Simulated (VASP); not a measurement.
Write the native input for VASP 6.6.1 that does the following.

| Property | Result |
| --- | --- |
| Task | relaxation of cell and atoms |
| Functional | PBE |
| Potentials or basis | VASP PAW PBE potentials, release 64 (Mg, Cd, Te) |
| Cutoff | 520 eV |
| k mesh | 3 × 3 × 2 |
| Occupations | gaussian, width 0.15 eV |
| Spin | no spin polarisation |
| Further INCAR settings | PREC = Normal; ALGO = Fast; EDIFF = 0.0001; IBRION = 2; EDIFFG = -0.08; NSW = 24; ISIF = 3 |

The structure of MgCd2Te3 lies in POSCAR:

```
MgCd2Te3
1.0
    2.8706182500     -4.3816573700      0.0000000000
    2.8706182500      4.3816573700      0.0000000000
    0.0000000000      0.0000000000      7.0856386200
Mg Cd Te
1 2 3
Direct
    0.5000000000      0.5000000000      0.5000000000
    0.0000000000      0.0000000000      0.1773453100
    0.0000000000      0.0000000000      0.8226546900
    0.3065922800      0.6934077200      0.0000000000
    0.6934077200      0.3065922800      0.0000000000
    0.0000000000      0.0000000000      0.5000000000
```

The cell was built by a generator and needn't be a form met in nature.

These files were run (other wordings do the same):

INCAR

```
SYSTEM = MgCd2Te3
  PREC = Normal
  ENCUT = 520
  EDIFF = 1E-4
  ISMEAR = 0
  SIGMA = 0.15
  LREAL = .False.
  LASPH = .True.
  NELM = 60
  ALGO = Fast
  ISIF = 3
  LWAVE = .False.
  LCHARG = .False.
  GGA = PE
  IBRION = 2
  NSW = 24
  EDIFFG = -0.08
```

KPOINTS

```
regular mesh
0
Gamma
  3 3 2
  0 0 0
```

Potentials or basis: VASP PAW PBE potentials, release 64 (Mg, Cd, Te).

The run is started by

```console
$ cat potpaw_PBE.64/Mg/POTCAR potpaw_PBE.64/Cd/POTCAR potpaw_PBE.64/Te/POTCAR > POTCAR
$ mpirun -np 1 vasp_std > vasp.out
```

It gave:

```yaml
Relaxed_volume: 36.52 Å³/atom
Relaxed_cell: a = 5.276 Å, b = 5.276 Å, c = 8.597 Å, α = 90.00°, β = 90.00°, γ = 113.67°
Space_group_after_relaxing_to_0.05_Å: Cmmm (No. 65)
Energy_gained_by_relaxing: 553.2 meV/atom
Ionic_steps: 9
Pressure_after_relaxing: 0.1 GPa
Largest_force_after_relaxing: 0.049 eV/Å
Band_gap_on_the_k_mesh: none (metal or under the smearing width)
```

Caveat: the k mesh is coarse (spacing up to 0.44 Å⁻¹), so the values aren't converged; the volume moved by over 15 % at a fixed basis, so the end points are rough; the relaxation stopped at a loose force limit of 0.08 eV/Å, so its end isn't a converged minimum.

It took 2.2 min on 1 thread of Intel(R) Xeon(R) Platinum 8259CL CPU @ 2.50GHz (Skylake/Cascade Lake), on a shared host, peak memory 0.21 GiB.
